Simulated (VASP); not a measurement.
Input for VASP

**INCAR**
```
SYSTEM = TiB2
PREC = Accurate
ENCUT = 620
EDIFF = 1E-6
NELM = 100
ALGO = Normal
LREAL = .FALSE.
LASPH = .TRUE.
ISMEAR = 1
SIGMA = 0.1
LMAXMIX = 4
LWAVE = .FALSE.
LCHARG = .FALSE.
IBRION = 2
ISIF = 3
NSW = 40
EDIFFG = -0.02
PSTRESS = 100
```

**KPOINTS**
```
Regular mesh
0
G
 12 12 10
```

### POSCAR
```
TiB2
1.0
  1.4902827326  -2.5812454364   0.0000000000
  1.4902827326   2.5812454364   0.0000000000
  0.0000000000   0.0000000000   3.1388880137
Ti B
1 2
direct
  0.0000000000   0.0000000000   0.0000000000
  0.3333330000   0.6666670000   0.5000000000
  0.6666670000   0.3333330000   0.5000000000
```

POTCAR, in this order: Ti_sv B (LDA.64 set). Program: vasp_std.

### Question
Translate this LDA calculation to Quantum ESPRESSO's pw.x.

### Answer
One equivalent input (not run):
```
&CONTROL
  calculation = 'vc-relax'
  pseudo_dir = './pseudo'
  outdir = './out'
  tprnfor = .true.
  tstress = .true.
  nstep = 40
  forc_conv_thr = 0.00078
/
&SYSTEM
  ibrav = 0
  nat = 3
  ntyp = 2
  ecutwfc = 84
  occupations = 'smearing'
  smearing = 'methfessel-paxton'
  degauss = 0.00735
  input_dft = 'pz'
/
&ELECTRONS
  conv_thr = 7.3e-08
  electron_maxstep = 100
/
&IONS
/
&CELL
  press = 100
/
ATOMIC_SPECIES
  Ti 47.867 Ti.upf
  B 10.810 B.upf
CELL_PARAMETERS angstrom
     1.4902827   -2.5812454    0.0000000
     1.4902827    2.5812454    0.0000000
     0.0000000    0.0000000    3.1388880
ATOMIC_POSITIONS crystal
  Ti   0.0000000  0.0000000  0.0000000
  B    0.3333330  0.6666670  0.5000000
  B    0.6666670  0.3333330  0.5000000
K_POINTS automatic
  12 12 10 0 0 0
```
The two are equivalent in intent, not identical: the potentials are each code's own (VASP's PAW set, PseudoDojo norm-conserving files in pw.x), so ENCUT and ecutwfc are chosen apart and not converted; conv_thr bounds pw.x's estimated SCF error, while EDIFF bounds the energy change between steps; forc_conv_thr acts on force components and is met together with etot_conv_thr.

The compound is TiB2 in the AlB2 type structure. This run relaxes it under an external pressure of 10 GPa. Symmetry was kept, so distortions that lower it aren't found.
